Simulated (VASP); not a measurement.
Consider the following.

```yaml
crystal:
  lattice:
    - [1.58449, 0.91480, 5.19227]
    - [-1.58449, 0.91480, 5.19227]
    - [0.00000, -1.82961, 5.19227]
  atoms:
    - { symbol: Zr, position: [0.00000, 0.00000, 0.00000] }
    - { symbol: W, position: [0.50000, 0.50000, 0.50000] }
    - { symbol: C, position: [0.24417, 0.24417, 0.24417] }
    - { symbol: C, position: [0.75583, 0.75583, 0.75583] }
```

Calculation: PBEsol GGA, VASP's PBE PAW potentials (set 64) (plane waves; VASP). Settings: 520 eV cut-off, Gaussian smearing of 0.050 eV, potentials Zr_sv W_sv C.

Problem. Give the energies of bands 11 to 20 at the high-symmetry points, in eV from the Fermi level.

Solution. 
```
band      Γ      T     H2      L     S0      F
----  -----  -----  -----  -----  -----  -----
11    -7.77  -5.23  -6.23  -6.63  -6.32  -8.07
12    -5.42  -4.82  -6.15  -5.62  -6.09  -5.28
13    -5.42  -4.82  -5.09  -4.49  -5.09  -5.25
14    -1.39  -4.15  -4.09  -4.39  -4.15  -4.01
15    -1.39  -2.85  -4.01  -4.32  -4.03  -3.97
16    -1.14  -2.85  -3.89  -3.30  -3.86  -1.48
17    -0.26  -0.63  -0.17  -0.58  -0.10  -1.35
18    -0.26  -0.63   0.96   0.20   1.32   1.43
19    -0.23   0.94   1.61   1.58   1.38   2.03
20     0.85   1.42   3.48   2.22   3.37   2.87
```

It has no gap at this level: it comes out as a metal or semimetal.

The structure comes from a computed database's ZrWC2 entry (R-3m); how it stands against other phases isn't given here. It was relaxed first.
